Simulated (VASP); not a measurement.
Energy against volume of ZnO (wurtzite). Level of theory: revTPSS meta-GGA, VASP's PBE PAW potentials (set 64) (plane waves; VASP). Run with 520 eV cut-off, 8×8×4 Γ-centred mesh, Gaussian smearing of 0.050 eV, potentials Zn O.

Shape and ions are relaxed at each volume.

```json
[
 {"V (Å³/atom)": "11.236", "E (eV/atom)": "-2.65627"},
 {"V (Å³/atom)": "11.595", "E (eV/atom)": "-2.67644"},
 {"V (Å³/atom)": "11.953", "E (eV/atom)": "-2.68518"},
 {"V (Å³/atom)": "12.312", "E (eV/atom)": "-2.68428"}
]
```

Question: Fit these four points and predict the energy of the run at 12.671 Å³/atom.

Answer: A cubic in V^(−2/3), the third-order Birch-Murnaghan form, passes through the four points with V0 = 12.09 Å³/atom and B0 = 136 GPa, and gives -2.6752 eV/atom there. The run gave -2.6753 eV/atom, -0.1 meV/atom from the fit; all five points give B0 = 136 GPa.

The compound is ZnO in the wurtzite structure. It was relaxed first.
